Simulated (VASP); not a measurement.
Given:

```
SmP
1.0
    0.00000     2.88000     2.88000
    2.88000     0.00000     2.88000
    2.88000     2.88000     0.00000
Sm P
1 1
Direct
  0.00000   0.00000   0.00000
  0.50000   0.50000   0.50000
```
Starting moments (μB, in the order of the record's atoms Sm P): 5.0 0.0.

These are PBEsol GGA, VASP's PBE PAW potentials (set 64) (plane waves; VASP) values and carry that method's errors. Run with 300 eV cut-off, 7×7×7 Γ-centred mesh, Fermi-Dirac smearing of 0.14 eV, potentials Sm P.

**Question.** Estimate the cell moment, energy per atom (σ→0), band gap (on the k-mesh) with the smallest direct gap where there is one.

**Answer.** 
```yaml
band gap (on the k-mesh): none (metal, semimetal or under 0.01 eV)
cell_moment: 5.19 μB
energy per atom (σ→0): -8961 meV/atom
```

**Question.** Give the moment on each site (PAW-sphere projection).

**Answer.** 
| site | moment (μB) |
|---|---|
| Sm1 | 5.18 |
| P2 | -0.13 |

The absolute energy has meaning only against runs of the same code, potentials and settings.

The structure comes from a measured SmP entry (Fm-3m) of the Crystallography Open Database, whose conditions weren't checked. The cell was not relaxed at this level.
